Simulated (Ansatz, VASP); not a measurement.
# Cross-check of SiO2 (Stishovite) between VASP and Ansatz, part 2 of 2

Wanted: the spread between two codes on one cell, functional and k mesh.

VASP 6.6.1 and Ansatz 0.2.0.

So far: Set-up; Ansatz: G0W0 gap, PBE.

**3. VASP: G0W0 gap, PBE**

Level of this step: G0W0 on PBE; plane waves and PAW (Si_GW, O_GW) (VASP).

The same cell, functional and mesh now go to VASP, with its own data sets and cutoff.

Lines of VASP's logs that name or quote its potential files are left out, and so is its time.

The run reads the wave functions of an earlier VASP run, which isn't shown here.

INCAR

```
SYSTEM = SiO2
PREC = Accurate
ENCUT = 440
ISMEAR = 0
SIGMA = 0.01
LREAL = .FALSE.
GGA = PE
NBANDS = 112
ALGO = EVGW0
NELMGW = 1
ENCUTGW = 100
NOMEGA = 48
PRECFOCK = Fast
NBANDSGW = 24
LWAVE = .TRUE.
LCHARG = .FALSE.
```

POSCAR

```
SiO2
1.0
    4.1773000000      0.0000000000      0.0000000000
    0.0000000000      4.1773000000      0.0000000000
    0.0000000000      0.0000000000      2.6652000000
Si O
2 4
Direct
    0.0000000000      0.0000000000      0.0000000000
    0.5000000000      0.5000000000      0.5000000000
    0.3059000000      0.3059000000      0.0000000000
    0.1941000000      0.8059000000      0.5000000000
    0.6941000000      0.6941000000      0.0000000000
    0.8059000000      0.1941000000      0.5000000000
```

KPOINTS

```
Automatic mesh
0
Gamma
6 6 8
0 0 0
```

The projector-augmented-wave data sets are Si_GW and O_GW (PBE family, release 64).

On the command line:

```sh
$ mpirun -np 8 vasp_std
```

Numbers of over 12 decimals in the logs are rounded to 6 here.

What it wrote:

```text
[banner, memory and clock lines left out]
running    8 mpi-ranks, on    1 nodes
 distrk:  each k-point on    8 cores,    1 groups
 distr:  one band on    1 cores,    8 groups

 POSCAR found type information on POSCAR SiO
 POSCAR found :  2 types and       6 ions
|                                                                             |
|           W    W    AA    RRRRR   N    N  II  N    N   GGGG   !!!           |
|           W    W   A  A   R    R  NN   N  II  NN   N  G    G  !!!           |
|           W    W  A    A  R    R  N N  N  II  N N  N  G       !!!           |
|           W WW W  AAAAAA  RRRRR   N  N N  II  N  N N  G  GGG   !            |
|           WW  WW  A    A  R   R   N   NN  II  N   NN  G    G                |
|           W    W  A    A  R    R  N    N  II  N    N   GGGG   !!!           |
|                                                                             |
|     For optimal performance we recommend to set                             |
|       NCORE = 2 up to number-of-cores-per-socket                            |
|     NCORE specifies how many cores store one orbital (NPAR=cpu/NCORE).      |
|     This setting can greatly improve the performance of VASP for DFT.       |
|     The default, NCORE=1 might be grossly inefficient on modern             |
|     multi-core architectures or massively parallel machines. Do your        |
|     Unfortunately you need to use the default for GW and RPA                |
|     calculations (for HF NCORE is supported but not extensively tested      |
|     yet).                                                                   |
|                                                                             |

|                                                                             |
|           W    W    AA    RRRRR   N    N  II  N    N   GGGG   !!!           |
|           W    W   A  A   R    R  NN   N  II  NN   N  G    G  !!!           |
|           W    W  A    A  R    R  N N  N  II  N N  N  G       !!!           |
|           W WW W  AAAAAA  RRRRR   N  N N  II  N  N N  G  GGG   !            |
|           WW  WW  A    A  R   R   N   NN  II  N   NN  G    G                |
|           W    W  A    A  R    R  N    N  II  N    N   GGGG   !!!           |
|                                                                             |
|     The default for ENCUTGWSOFT is different in this version of VASP.       |
|     please manually set ENCUTGWSOFT =100 in the INCAR file.                 |
|                                                                             |

 LDA part: xc-table for (Slater+PW92), standard interpolation
 found WAVECAR, reading the header
 POSCAR, INCAR and KPOINTS ok, starting setup
 FFT: planning ... GRIDC
 FFT: planning ... GRID_SOFT
 FFT: planning ... GRID
 reading WAVECAR
 the WAVECAR file was read successfully
 initial charge from wavefunction
 available memory per node:    135.64 GB, setting MAXMEM to    138892

 The Fermi energy was updated, please check that it is located mid-gap
 values below the HOMO (VB) or above the LUMO (CB) will cause erroneous energies
 E-fermi :  10.7763

 calculate exact exchange contribution
 the WAVEDER file was read successfully
energies w=
    0.000    0.000    0.955    0.000    1.906    0.000    2.849    0.000
    3.782    0.000    4.702    0.000    5.606    0.000    6.494    0.000
    7.366    0.000    8.221    0.000    9.062    0.000    9.888    0.000
   10.703    0.000   11.508    0.000   12.306    0.000   13.100    0.000
   13.891    0.000   14.685    0.000   15.484    0.000   16.292    0.000
   17.112    0.000   17.950    0.000   18.810    0.000   19.698    0.000
   20.620    0.000   21.583    0.000   22.595    0.000   23.666    0.000
   24.807    0.000   26.032    0.000   27.356    0.000   28.801    0.000
   30.390    0.000   32.155    0.000   34.136    0.000   36.385    0.000
   38.969    0.000   41.981    0.000   45.547    0.000   49.845    0.000
   55.138    0.000   61.823    0.000   70.537    0.000   82.365    0.000
   99.316    0.000  125.576    0.000  171.555    0.000  272.305    0.000
 responsefunction array rank=     120
 LDA part: xc-table for (Slater+PW92), standard interpolation

 min. memory requirement per mpi rank    357.0 MB, per node   2855.6 MB

 allocating   6 responsefunctions rank=   120
 shmem allocating  48 responsefunctions rank=   120
 response function shared by NCSHMEM nodes    1
 Doing            6  frequencies on each core in blocks of           48
NQ=   1    0.0000    0.0000    0.0000,
|.........|.........|.........|.........|.........|.........|.........|.........
[...]
performed       9606000 updates of chi_q(r,r)
 total number of BLAS operations        861.55 Gflops
NQ=   7    0.5000    0.1667    0.0000,
|.........|.........|.........|.........|.........|.........|.........|.........
 performed      11415000 updates of chi_q(r,r)
 total number of BLAS operations       1018.12 Gflops
NQ=   8    0.3333    0.3333    0.0000,
|.........|.........|.........|.........|.........|.........|.........|.........
 performed      12966000 updates of chi_q(r,r)
 total number of BLAS operations       1154.95 Gflops
NQ=   9    0.5000    0.3333    0.0000,
|.........|.........|.........|.........|.........|.........|.........|.........
 performed      14775000 updates of chi_q(r,r)
[...]
|.........|.........|.........|.........|.........|.........|.........|.........
 performed      39806000 updates of chi_q(r,r)
 total number of BLAS operations       3515.25 Gflops
NQ=  23    0.3333    0.0000    0.2500,
|.........|.........|.........|.........|.........|.........|.........|.........
 performed      42066000 updates of chi_q(r,r)
 total number of BLAS operations       3714.67 Gflops
NQ=  24    0.5000    0.0000    0.2500,
|.........|.........|.........|.........|.........|.........|.........|.........
 performed      43875000 updates of chi_q(r,r)
 total number of BLAS operations       3877.31 Gflops
NQ=  25    0.1667    0.1667    0.2500,
|.........|.........|.........|.........|.........|.........|.........|.........
 performed      45899000 updates of chi_q(r,r)
 total number of BLAS operations       4062.73 Gflops
NQ=  26    0.3333    0.1667    0.2500,
|.........|.........|.........|.........|.........|.........|.........|.........
 performed      48332000 updates of chi_q(r,r)
 total number of BLAS operations       4277.33 Gflops
NQ=  27    0.5000    0.1667    0.2500,
|.........|.........|.........|.........|.........|.........|.........|.........
 performed      50636000 updates of chi_q(r,r)
 total number of BLAS operations       4484.43 Gflops
NQ=  28    0.3333    0.3333    0.2500,
|.........|.........|.........|.........|.........|.........|.........|.........
 performed      52660000 updates of chi_q(r,r)
 total number of BLAS operations       4666.40 Gflops
NQ=  29    0.5000    0.3333    0.2500,
|.........|.........|.........|.........|.........|.........|.........|.........
 performed      54964000 updates of chi_q(r,r)
 total number of BLAS operations       4873.50 Gflops
NQ=  30    0.5000    0.5000    0.2500,
|.........|.........|.........|.........|.........|.........|.........|.........
 performed      56364000 updates of chi_q(r,r)
 total number of BLAS operations       4985.57 Gflops
NQ=  31    0.0000    0.0000    0.3750,
|.........|.........|.........|.........|.........|.........|.........|.........
 performed      57764000 updates of chi_q(r,r)
 total number of BLAS operations       5136.37 Gflops
NQ=  32    0.1667    0.0000    0.3750,
|.........|.........|.........|.........|.........|.........|.........|.........
 performed      60024000 updates of chi_q(r,r)
 total number of BLAS operations       5355.23 Gflops
NQ=  33    0.3333    0.0000    0.3750,
|.........|.........|.........|.........|.........|.........|.........|.........
 performed      62284000 updates of chi_q(r,r)
 total number of BLAS operations       5566.21 Gflops
NQ=  34    0.5000    0.0000    0.3750,
|.........|.........|.........|.........|.........|.........|.........|.........
 performed      64093000 updates of chi_q(r,r)
 total number of BLAS operations       5741.36 Gflops
NQ=  35    0.1667    0.1667    0.3750,
|.........|.........|.........|.........|.........|.........|.........|.........
 performed      66117000 updates of chi_q(r,r)
 total number of BLAS operations       5926.78 Gflops
NQ=  36    0.3333    0.1667    0.3750,
|.........|.........|.........|.........|.........|.........|.........|.........
 performed      68550000 updates of chi_q(r,r)
 total number of BLAS operations       6149.63 Gflops
NQ=  37    0.5000    0.1667    0.3750,
|.........|.........|.........|.........|.........|.........|.........|.........
 performed      70854000 updates of chi_q(r,r)
 total number of BLAS operations       6372.66 Gflops
NQ=  38    0.3333    0.3333    0.3750,
|.........|.........|.........|.........|.........|.........|.........|.........
 performed      72878000 updates of chi_q(r,r)
 total number of BLAS operations       6541.15 Gflops
NQ=  39    0.5000    0.3333    0.3750,
|.........|.........|.........|.........|.........|.........|.........|.........
 performed      75182000 updates of chi_q(r,r)
 total number of BLAS operations       6732.92 Gflops
NQ=  40    0.5000    0.5000    0.3750,
|.........|.........|.........|.........|.........|.........|.........|.........
 performed      76582000 updates of chi_q(r,r)
 total number of BLAS operations       6854.13 Gflops
NQ=  41    0.0000    0.0000    0.5000,
|.........|.........|.........|.........|.........|.........|.........|.........
 performed      77735000 updates of chi_q(r,r)
 total number of BLAS operations       6978.31 Gflops
NQ=  42    0.1667    0.0000    0.5000,
|.........|.........|.........|.........|.........|.........|.........|.........
 performed      79544000 updates of chi_q(r,r)
 total number of BLAS operations       7159.89 Gflops
NQ=  43    0.3333    0.0000    0.5000,
|.........|.........|.........|.........|.........|.........|.........|.........
 performed      81353000 updates of chi_q(r,r)
 total number of BLAS operations       7322.53 Gflops
NQ=  44    0.5000    0.0000    0.5000,
|.........|.........|.........|.........|.........|.........|.........|.........
 performed      82721000 updates of chi_q(r,r)
 total number of BLAS operations       7432.02 Gflops
NQ=  45    0.1667    0.1667    0.5000,
|.........|.........|.........|.........|.........|.........|.........|.........
 performed      84272000 updates of chi_q(r,r)
 total number of BLAS operations       7587.70 Gflops
NQ=  46    0.3333    0.1667    0.5000,
|.........|.........|.........|.........|.........|.........|.........|.........
 performed      86188000 updates of chi_q(r,r)
 total number of BLAS operations       7760.01 Gflops
NQ=  47    0.5000    0.1667    0.5000,
|.........|.........|.........|.........|.........|.........|.........|.........
 performed      87997000 updates of chi_q(r,r)
 total number of BLAS operations       7928.85 Gflops
NQ=  48    0.3333    0.3333    0.5000,
|.........|.........|.........|.........|.........|.........|.........|.........
 performed      89548000 updates of chi_q(r,r)
 total number of BLAS operations       8068.30 Gflops
NQ=  49    0.5000    0.3333    0.5000,
|.........|.........|.........|.........|.........|.........|.........|.........
 performed      91357000 updates of chi_q(r,r)
 total number of BLAS operations       8213.05 Gflops
NQ=  50    0.5000    0.5000    0.5000,
|.........|.........|.........|.........|.........|.........|.........|.........
 performed      92510000 updates of chi_q(r,r)
 total number of BLAS operations       8298.10 Gflops
 resolving degeneracies of screened two electron integrals

 calculate QP shifts <psi_nk| G(iteration)W_0 |psi_nk>: iteration 1
 writing wavefunctions
 entering main loop
```

Parts of OUTCAR (step 3):

```text
ion  position               nearest neighbor table
   1  0.000  0.000  0.000-   4 1.76   6 1.76   4 1.76   6 1.76   5 1.81   3 1.81
   2  0.500  0.500  0.500-   3 1.76   5 1.76   3 1.76   5 1.76   4 1.81   6 1.81
   3  0.306  0.306  0.000-   2 1.76   2 1.76   1 1.81
   4  0.194  0.806  0.500-   1 1.76   1 1.76   2 1.81
   5  0.694  0.694  0.000-   2 1.76   2 1.76   1 1.81
   6  0.806  0.194  0.500-   1 1.76   1 1.76   2 1.81

  LATTYP: Found a simple tetragonal cell.
 ALAT       =     4.1773000000
 C/A-ratio  =     0.6380197735

 Subroutine GETGRP returns: Found 16 space group operations
 (whereof  8 operations were pure point group operations)

The static configuration has the point symmetry D_2h.
 The point group associated with its full space group is D_4h.

 Found     50 irreducible k-points:

   k-points           NKPTS =     50   k-points in BZ     NKDIM =    288   number of bands    NBANDS=    112

   dimension x,y,z NGX =    30 NGY =   30 NGZ =   18
   dimension x,y,z NGXF=    60 NGYF=   60 NGZF=   36

   ENCUT  =  440.0 eV  32.34 Ry    5.69 a.u.   7.14  7.14  4.56*2*pi/ulx,y,z

   NELECT =      32.0000    total number of electrons

  energy-cutoff  :      440.00
  volume of cell :       46.51
      direct lattice vectors                 reciprocal lattice vectors
     4.177300000  0.000000000  0.000000000     0.239389079  0.000000000  0.000000000
     0.000000000  4.177300000  0.000000000     0.000000000  0.239389079  0.000000000
     0.000000000  0.000000000  2.665200000     0.000000000  0.000000000  0.375206363

 k-points in reciprocal lattice and weights: Automatic mesh
   0.00000000  0.00000000  0.00000000       0.003
   0.16666667  0.00000000  0.00000000       0.014
   0.33333333  0.00000000  0.00000000       0.014
   0.50000000  0.00000000  0.00000000       0.007
   0.16666667  0.16666667  0.00000000       0.014
   0.33333333  0.16666667  0.00000000       0.028
   0.50000000  0.16666667  0.00000000       0.014
   0.33333333  0.33333333  0.00000000       0.014
   0.50000000  0.33333333  0.00000000       0.014
[...]
0.50000000  0.33333333  0.50000000       0.014
   0.50000000  0.50000000  0.50000000       0.003

 E-fermi :  10.7763

 QP shifts <psi_nk| G(iteration)W_0 |psi_nk>: iteration 1
 for sc-GW calculations column KS-energies equals QP-energies in previous step
 and V_xc(KS)=  KS-energies - (<T + V_ion + V_H > + <T+V_H+V_ion>^1  + <V_x>^1)
 k-point   1 :       0.0000    0.0000    0.0000
  band No.  KS-energies  QP-energies   sigma(KS)   V_xc(KS)     V^pw_x(r,r')   Z            occupation Imag(sigma)
    ...
     13       5.4445       4.4189     -21.4023     -20.1492     -25.5439       0.8184       2.0000       0.0865
     14       7.0848       6.1397     -22.0007     -20.8408     -26.5468       0.8148       2.0000       0.0920
     15       7.0848       6.1397     -22.0007     -20.8408     -26.5468       0.8148       2.0000       0.0920
     16       7.9696       6.9974     -22.2289     -21.0325     -27.0264       0.8126       2.0000       0.0962
     17      13.5830      15.2643     -13.9516     -15.9415      -9.9928       0.8449       0.0000      -0.0760
     18      14.6766      16.1116     -10.2103     -11.8803      -6.0345       0.8593       0.0000      -0.0774
     19      16.4905      18.0116     -11.3325     -13.1194      -6.9797       0.8512       0.0000      -0.0842
     20      16.4905      18.0116     -11.3325     -13.1194      -6.9797       0.8512       0.0000      -0.0842
    ...

 k-point   2 :       0.1667    0.0000    0.0000
  band No.  KS-energies  QP-energies   sigma(KS)   V_xc(KS)     V^pw_x(r,r')   Z            occupation Imag(sigma)
    ...
     13       5.4828       4.4677     -21.4958     -20.2563     -25.6598       0.8190       2.0000       0.0869
     14       6.4928       5.4368     -21.5404     -20.2414     -26.0598       0.8129       2.0000       0.0948
     15       7.0356       6.0741     -21.9640     -20.7832     -26.5274       0.8143       2.0000       0.0927
     16       7.7522       6.7450     -22.0273     -20.7880     -26.7896       0.8127       2.0000       0.0962
     17      14.0230      15.7704     -14.1180     -16.1911     -10.2027       0.8429       0.0000      -0.0769
     18      14.9212      16.3963     -10.3756     -12.0957      -6.1836       0.8576       0.0000      -0.0782
     19      16.5541      18.0344     -11.2614     -12.9985      -6.9533       0.8522       0.0000      -0.0833
     20      16.5735      18.1146     -11.4289     -13.2418      -7.0626       0.8501       0.0000      -0.0850
    ...

 k-point   3 :       0.3333    0.0000    0.0000
  band No.  KS-energies  QP-energies   sigma(KS)   V_xc(KS)     V^pw_x(r,r')   Z            occupation Imag(sigma)
    ...
     13       5.1942       3.8773     -20.7402     -19.1096     -25.4124       0.8076       2.0000       0.1085
     14       5.4358       4.4168     -21.5358     -20.2902     -25.7263       0.8181       2.0000       0.0877
     15       6.9219       5.9107     -21.8420     -20.5989     -26.4543       0.8134       2.0000       0.0948
     16       7.2368       6.1575     -21.6470     -20.3169     -26.3581       0.8114       2.0000       0.0974
     17      14.9553      16.8243     -14.0921     -16.3142     -10.1177       0.8411       0.0000      -0.0812
     18      15.5222      17.1503     -11.1860     -13.0989      -6.9732       0.8511       0.0000      -0.0813
     19      16.7570      18.3309     -11.5650     -13.4191      -7.1743       0.8489       0.0000      -0.0864
     20      16.9322      18.4485     -11.4023     -13.1852      -7.1044       0.8504       0.0000      -0.0845
    ...

 k-point   4 :       0.5000    0.0000    0.0000
  band No.  KS-energies  QP-energies   sigma(KS)   V_xc(KS)     V^pw_x(r,r')   Z            occupation Imag(sigma)
    ...
     13       5.2602       4.2144     -21.4740     -20.1943     -25.6877       0.8172       2.0000       0.0889
     14       5.2602       4.2144     -21.4740     -20.1943     -25.6877       0.8172       2.0000       0.0889
     15       6.8959       5.8185     -21.6360     -20.3086     -26.3115       0.8117       2.0000       0.0974
     16       6.8959       5.8185     -21.6360     -20.3086     -26.3115       0.8117       2.0000       0.0974
     17      15.7181      17.5944     -13.2791     -15.5139      -9.1522       0.8396       0.0000      -0.0849
     18      15.7181      17.5944     -13.2791     -15.5139      -9.1522       0.8396       0.0000      -0.0849
     19      17.0718      18.6255     -11.2100     -13.0385      -6.8175       0.8497       0.0000      -0.0866
     20      17.0718      18.6255     -11.2100     -13.0385      -6.8175       0.8497       0.0000      -0.0866
    ...

[... 4 further parts left out ...]
```

**4. Differences**

Known differences besides the potentials themselves: the two programs' PAW sets differ in cores and partial waves; the cutoff is 420 eV in Ansatz and 440 eV in VASP; VASP leaves aspherical gradient terms in its spheres out (LASPH is not set), Ansatz keeps them; Ansatz integrates over frequency by contour deformation, VASP on a grid of NOMEGA points. Total energies have different zeros and are not compared.

Compared:

| quantity | Ansatz | VASP | difference |
| --- | --- | --- | --- |
| G0W0 gap on the mesh (eV) | 8.37 | 8.27 | +0.10 |
| PBE gap under it (eV) | 5.64 | 5.61 | +0.02 |

**5. Results**

| Property | Result |
| --- | --- |
| difference in G0W0 gap on the mesh (G0W0 gap, PBE) | 0.10 eV |

In words: The difference in G0W0 gap on the mesh is 0.10 eV (G0W0 gap, PBE), within the 0.15 eV picked in this series as the mark of a large difference. How closely two codes agree says nothing of how well the functional describes the real material.

[Lines on the potential files, build, host, timing and source positions are cut from VASP's logs without a mark.]

[Logs are printed without paths, hosts, clocks, repeated set-up lines and the standing remarks that a program may print on its own settings, such as how far it seeks lower states.]

[Hosts, paths, dates, database ids (printed as entryN), source tags and the programs' standing remarks are cut or masked in the printed files.]
